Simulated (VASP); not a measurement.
Write the native input for VASP 6.6.1 that does the following.

```yaml
Task: relaxation of cell and atoms
Functional: PBEsol
Potentials_or_basis: VASP PAW PBE potentials, release 64 (Ga_d, Sb)
Cutoff: 600 eV
k_mesh: 3 × 3 × 3
Occupations: gaussian, width 0.02 eV
Spin: no spin polarisation
Further_INCAR_settings: ALGO = Normal; EDIFF = 1e-06; IBRION = 2; EDIFFG = -0.02; NSW = 60; ISIF = 3
```

The structure of GaSb lies in POSCAR:

```
GaSb
1.0
    0.0000000000      3.0686043200      3.0686043200
    3.0686043200      0.0000000000      3.0686043200
    3.0686043200      3.0686043200      0.0000000000
Ga Sb
1 1
Direct
    0.0000000000      0.0000000000      0.0000000000
    0.7500000000      0.7500000000      0.7500000000
```

The cell is a database's computed one.

The input as run:

INCAR

```
PREC = Accurate
ENCUT = 600
EDIFF = 1E-6
ISMEAR = 0
SIGMA = 0.02
LREAL = F
LASPH = T
NELM = 60
ALGO = Normal
ISIF = 3
LWAVE = F
LCHARG = F
GGA = PS
IBRION = 2
NSW = 60
EDIFFG = -0.02
```

KPOINTS

```
regular mesh
0
Gamma
  3 3 3
```

Potentials or basis: VASP PAW PBE potentials, release 64 (Ga_d, Sb).

Command:

```sh
$ cat potpaw_PBE.64/Ga_d/POTCAR potpaw_PBE.64/Sb/POTCAR > POTCAR
$ mpirun -np 1 vasp_std > vasp.out
```

Results of the run:

```yaml
Relaxed_volume: 29.92 Å³/atom
Relaxed_cell: a = 4.391 Å, b = 4.391 Å, c = 4.391 Å, α = 60.00°, β = 60.00°, γ = 60.00°
Space_group_after_relaxing_to_0.05_Å: F-43m (No. 216)
Energy_gained_by_relaxing: 5.5 meV/atom
Ionic_steps: 3
Pressure_after_relaxing: -0.1 GPa
Band_gap_on_the_k_mesh: none (metal or under the smearing width)
```

Caveat: the k mesh is coarse (spacing up to 0.59 Å⁻¹), so the values aren't converged; the PAW data sets were made with another functional, which shifts forces and pressure a little; this crystal is a semiconductor, whose small gap the functional closes, so the metal is an error of the method.

It took 17 s on 1 thread of Intel(R) Xeon(R) Platinum 8488C (Sapphire Rapids) (shared host), peak memory 0.2 GiB.
